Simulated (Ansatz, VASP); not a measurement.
Given: the input of a run of VASP 6.6.1 on Cs3Pt. The cell comes from a database or a generator and needn't be the stable form of this composition.

The input INCAR:

```
SYSTEM = Cs3Pt
ALGO     = Normal         ! electronic algorithm
EDIFF    = 1E-7           ! SCF threshold, eV
ENCUT    = 520            ! plane-wave cutoff, eV
GGA      = PE             ! functional
ISIF     = 2              ! what is computed and relaxed
ISMEAR   = -1             ! smearing method
LASPH    = .TRUE.         ! aspherical terms in the spheres
LCHARG   = .TRUE.         ! write CHGCAR
LELF     = .TRUE.         ! ELF
LREAL    = .FALSE.        ! projectors in reciprocal space
LVHAR    = .TRUE.       
LWAVE    = .FALSE.        ! write WAVECAR
NBANDS   = 26             ! bands
NELM     = 60             ! most SCF steps
PREC     = Accurate       ! precision mode
SIGMA    = 0.05           ! smearing width, eV
```

File KPOINTS:

```
k-points
0
G
  5 5 5
  0 0 0
```

The input POSCAR:

```
Cs3Pt
1.0
    5.7776530000      0.0000000000      0.0000000000
    0.0000000000      5.7776530000      0.0000000000
    0.0000000000      0.0000000000      5.7776530000
Pt Cs
1 3
Direct
    0.5000000000      0.5000000000      0.5000000000
    0.5000000000      0.0000000000      0.0000000000
    0.0000000000      0.5000000000      0.0000000000
    0.0000000000      0.0000000000      0.5000000000
```

Potentials or basis: VASP PAW PBE potentials, release 64 (Pt, Cs_sv).

Launch:

```bash
$ cat potpaw_PBE.64/Pt/POTCAR potpaw_PBE.64/Cs_sv/POTCAR > POTCAR
$ mpirun -np 1 vasp_std > vasp.out
```

Question: What does the same run look like in Ansatz 0.2.0? Potentials or basis there: Ansatz PAW, cutoff 420 eV.

Answer: As run (cutoffs and basis follow the program's own potentials, and thresholds, step limits or extra output files can differ):

input.yaml

```yaml
crystal:
  lattice:
    - [5.777653, 0.0, 0.0]
    - [0.0, 5.777653, 0.0]
    - [0.0, 0.0, 5.777653]
  atoms:
    - { symbol: Pt, position: [0.5, 0.5, 0.5] }
    - { symbol: Cs, position: [0.5, 0.0, 0.0] }
    - { symbol: Cs, position: [0.0, 0.5, 0.0] }
    - { symbol: Cs, position: [0.0, 0.0, 0.5] }
hamiltonian:
  xc: pbe
  pseudopotentials: { kind: paw }
kpoints:
  mp_grid: { grid: [5, 5, 5] }
scf:
  occupations: { method: fermi_dirac, width: 0.05 }
output:
  forces: true
  stress: true
  eigenvalues: true
```

Potentials or basis: Ansatz PAW.

Command:

```console
$ ansatz run input.yaml --threads 2 --pin off --max-ram 5120MiB --backend cpu --events-out ev --progress --plain --runs-dir out
```

Both were run:

|  | VASP | Ansatz |
| --- | --- | --- |
| Pressure | -0.2 GPa | -0.2 GPa |

Ansatz's pressure holds a Pulay term of +0.00 GPa for its cutoff of 420 eV, which the other run lacks.

The potentials hold 37 and 45 valence electrons a cell.

Where Ansatz's input types no cutoff or centring, it takes its own default and a Γ-centred mesh.

Pressure is positive in compression.
